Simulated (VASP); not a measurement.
Runs of VASP 6.6.1 on O2. The cell holds a molecule in a box, 2 atoms: a = 8.000 Å, b = 8.100 Å, c = 8.200 Å, α = 90.00°, β = 90.00°, γ = 90.00°. 

```tsv
level	potentials or basis	gap on the mesh (eV)	moment (μB)	largest force (eV/Å)
PBEsol	VASP PAW PBE potentials, release 64 (O)	2.26	2.00	-
LDA	VASP PAW LDA potentials, release 64 (O)	(a)	2.00	0.01
r2SCAN	VASP PAW PBE potentials, release 64 (O)	3.44	2.00	0.01
PBE	VASP PAW PBE potentials, release 64 (O)	2.30	2.00	-
```

Alike in all rows: task relaxation of the atoms; spin collinear, ferromagnetic start; cell atoms relaxed; k mesh 1 × 1 × 1; cutoff (eV) 520; smearing fermi-dirac 0.05 eV.

Question: Estimate the missing entries.

Answer: (a) 1.97.

Caveats: the standard files for N, O and F lose accuracy on very short bonds; the PAW data sets were made with another functional, which shifts forces and pressure a little (some runs).

A k mesh can miss the band edges.

Not every run made on this cell is shown here.
